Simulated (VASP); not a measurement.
Level of theory: PBEsol GGA, VASP's PBE PAW potentials (set 64) (plane waves; VASP).

A VASP calculation is set up with these files.

**POSCAR**
```
Ca2GaCu2
5.7625080
 -0.3794983018   0.4735174337   0.7948346449
  0.3794983018  -0.4735174337   0.7948346449
  0.3794983018   0.4735174337  -0.7948346449
Ca Ga Cu
2 1 2
direct
  0.3054900000   0.8054900000   0.5000000000
  0.6945100000   0.1945100000   0.5000000000
  0.0000000000   0.0000000000   0.0000000000
  0.7464700000   0.5000000000   0.2464700000
  0.2535300000   0.5000000000   0.7535300000
```

### INCAR
```
ALGO = Normal
EDIFF = 1E-6
ENCUT = 300
GGA = PS
ISIF = 2
ISMEAR = -1
LASPH = .TRUE.
LCHARG = .FALSE.
LMAXMIX = 4
LREAL = .FALSE.
LWAVE = .FALSE.
NELM = 100
PREC = Accurate
SIGMA = 0.1
SYSTEM = Ca2GaCu2
```

### KPOINTS
```
kpoints
0
gamma
  5 5 5
```

POTCAR, in this order: Ca_sv Ga_d Cu (PBE.64 set). Program: vasp_std.

The resulting files:

OSZICAR:
```
       N       E                     dE             d eps       ncg     rms          rms(c)
DAV:   1     0.454154234694E+03    0.45415E+03   -0.19259E+04  1846   0.158E+03
DAV:   2     0.218859834925E+02   -0.43227E+03   -0.42487E+03  1806   0.451E+02
DAV:   3    -0.169641483588E+02   -0.38850E+02   -0.37973E+02  2542   0.142E+02
DAV:   4    -0.210909884559E+02   -0.41268E+01   -0.40872E+01  3292   0.315E+01
DAV:   5    -0.213833711874E+02   -0.29238E+00   -0.29198E+00  2740   0.710E+00    0.212E+01
DAV:   6    -0.287914333579E+02   -0.74081E+01   -0.18387E+02  2338   0.183E+02    0.190E+01
DAV:   7    -0.187185412404E+02    0.10073E+02   -0.37150E+01  2411   0.654E+01    0.711E+00
DAV:   8    -0.177962208890E+02    0.92232E+00   -0.34940E+00  2603   0.189E+01    0.329E+00
DAV:   9    -0.175933205966E+02    0.20290E+00   -0.19299E+00  2859   0.150E+01    0.111E+00
DAV:  10    -0.176035481789E+02   -0.10228E-01   -0.31863E-01  3274   0.336E+00    0.683E-01
DAV:  11    -0.175978794875E+02    0.56687E-02   -0.20035E-02  2729   0.142E+00    0.307E-01
DAV:  12    -0.175969707774E+02    0.90871E-03   -0.10980E-02  2736   0.119E+00    0.704E-02
DAV:  13    -0.175970395838E+02   -0.68806E-04   -0.17917E-03  3251   0.313E-01    0.442E-02
DAV:  14    -0.175970218079E+02    0.17776E-04   -0.13159E-04  2654   0.108E-01    0.214E-02
DAV:  15    -0.175970189409E+02    0.28670E-05   -0.27156E-05  3060   0.613E-02    0.110E-02
DAV:  16    -0.175970200565E+02   -0.11156E-05   -0.33312E-06  1819   0.183E-02    0.194E-03
DAV:  17    -0.175970201640E+02   -0.10752E-06   -0.78139E-07  1172   0.740E-03
   1 F= -.17597020E+02 E0= -.17558101E+02  d E =-.778385E-01
```

**OUTCAR**
```
------------------------ aborting loop because EDIFF is reached ----------------------------------------
  FORCE on cell =-STRESS in cart. coord.  units (eV):
  Direction    XX          YY          ZZ          XY          YZ          ZX
  --------------------------------------------------------------------------------------
  Total       -4.4356726     -3.2169576     -2.6622781     -0.0000000      0.0000000      0.0000000
  in kB      -65.0059111    -47.1453322    -39.0163635     -0.0000000      0.0000000      0.0000000
  external PRESSURE =     -50.3892023 kB  Pullay stress =       0.0000000 kB
  volume of cell :      109.32
      direct lattice vectors                 reciprocal lattice vectors
    -2.186862000  2.728648000  4.580241000     0.000000000  0.183240931  0.109164561
     2.186862000 -2.728648000  4.580241000     0.228638113  0.000000000  0.109164561
     2.186862000  2.728648000 -4.580241000     0.228638113  0.183240931  0.000000000
 POSITION                                       TOTAL-FORCE (eV/Angst)
 -----------------------------------------------------------------------------------
      2.18686     -0.00000      2.79844        -0.000000      0.000000      0.036998
      0.00000      2.72865      1.78181         0.000000     -0.000000     -0.036998
      0.00000      0.00000      0.00000        -0.000000      0.000000     -0.000000
      0.00000      1.34506      4.58024        -0.000000      0.036963     -0.000000
      2.18686      1.38359      0.00000        -0.000000     -0.036963      0.000000
 -----------------------------------------------------------------------------------
    total drift:                                0.000000      0.000000     -0.000000
  FREE ENERGIE OF THE ION-ELECTRON SYSTEM (eV)
  ---------------------------------------------------
  free  energy   TOTEN  =       -17.5970201640 eV

  energy  without entropy=      -17.5191817004  energy(sigma->0) =      -17.55810093
```
(Selected blocks of OUTCAR.)

At this cut-off the stress carries a Pulay error, which pulls relaxed volumes low.

The structure comes from a computed database's Ca2GaCu2 entry; how it stands against other phases isn't given here. The cell was not relaxed at this level. The k-mesh is coarse (spacing up to 0.37 per Å, 2π included), so the numbers may not be converged in it. The electron count is odd and the run is not spin-polarised, which forces a metal.
